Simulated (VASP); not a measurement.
Set up this calculation in VASP 6.6.1, as the native input.

* Task: single point
* Functional: HSE06
* Potentials or basis: VASP PAW PBE potentials, release 64 (B, Bi_d)
* Cutoff: 520 eV
* k mesh: 4 × 4 × 4
* Occupations: fermi-dirac, width 0.02 eV
* Spin: no spin polarisation
* Dipole correction: no
* Exchange at q = 0: truncated
* Grid for exact exchange (PRECFOCK): Normal
* Screening parameter: 0.2079 1/A
* Further INCAR settings: ALGO = Normal; EDIFF = 1e-06; NBANDS = 16

BiB:

```
B Bi
1.0
     3.37013    0.00000    0.00000
     0.00000    3.37013    0.00000
     0.00000    0.00000    3.37013
B Bi
1 1
Direct
  0.00000 0.00000 0.00000
  0.50000 0.50000 0.50000
```

The cell was built by a generator and needn't be a form met in nature.

One way to write it, as run:

POSCAR

```
BiB
1.0
    3.3701290311      0.0000000000      0.0000000000
    0.0000000000      3.3701290311      0.0000000000
    0.0000000000      0.0000000000      3.3701290311
B Bi
1 1
Direct
    0.0000000000      0.0000000000      0.0000000000
    0.5000000000      0.5000000000      0.5000000000
```

INCAR.step1

```
SYSTEM = BiB
  PREC = Accurate
  ENCUT = 520
  EDIFF = 1E-5
  ISMEAR = -1
  SIGMA = 0.02
  LREAL = .False.
  LASPH = .True.
  NELM = 100
  ALGO = Normal
  ISIF = 2
  LWAVE = .True.
  LCHARG = .False.
  NBANDS = 16
  GGA = PE
```

INCAR.step2

```
SYSTEM = BiB
  PREC = Accurate
  ENCUT = 520
  EDIFF = 1E-6
  ISMEAR = -1
  SIGMA = 0.02
  LREAL = .False.
  LASPH = .True.
  NELM = 100
  ALGO = Normal
  ISIF = 2
  LWAVE = .False.
  LCHARG = .False.
  GGA = PE
  LHFCALC = .True.
  HFSCREEN = 0.2079
  PRECFOCK = Normal
  NBANDS = 16
  ISTART = 1
```

KPOINTS

```
Automatic mesh
0
Gamma
  4 4 4
  0 0 0
```

Potentials or basis: VASP PAW PBE potentials, release 64 (B, Bi_d).

Launch:

```sh
$ cat potpaw_PBE.64/B/POTCAR potpaw_PBE.64/Bi_d/POTCAR > POTCAR
$ cp INCAR.step1 INCAR
$ mpirun -np 1 vasp_std > vasp.out
$ cp INCAR.step2 INCAR
$ mpirun -np 1 vasp_std > vasp.out
```

Results of the run:

The pressure is -4.9 GPa and the band gap on the k mesh is none (metal or under the smearing width).

Caveat: the k mesh is coarse (spacing up to 0.47 Å⁻¹), so the values aren't converged, least of all with exact exchange; the PAW data sets were made with another functional, which shifts forces and pressure a little; spin-orbit coupling is left out, which moves the levels of the heavy elements.

Wall time 4.3 min on 1 thread of AMD EPYC 9R45 96-Core Processor (Zen 5), with other jobs on the host, peak memory 0.24 GiB.
